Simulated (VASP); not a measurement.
Data:

```
GdN
1.0
    0.00000     2.53980     2.53980
    2.53980     0.00000     2.53980
    2.53980     2.53980     0.00000
Gd N
1 1
Cartesian
  0.00000   0.00000   0.00000
  2.53980   2.53980   2.53980
```

All values below come from PBE GGA, VASP's PBE PAW potentials (set 64) (plane waves; VASP). Run with 520 eV cut-off, 11×11×11 Γ-centred mesh, Gaussian smearing of 0.050 eV, potentials Gd_3 N.

The 4f electrons are frozen in the core of the lanthanide potential, so 4f levels, which can set the real gap, and their magnetism are missing.

Q: What does the run give for the energy per atom (σ→0), pressure?

A: 
| Item | Value |
|---|---|
| energy per atom (σ→0) | -777.5 kJ/mol of atoms |
| pressure | -80.9 kbar |

The compound is GdN in the rock salt structure. The cell was not relaxed at this level. The run is one of a series of settings (KPOINTS 11×11×11 Γ-centred mesh against the base run), some of them coarse on purpose.
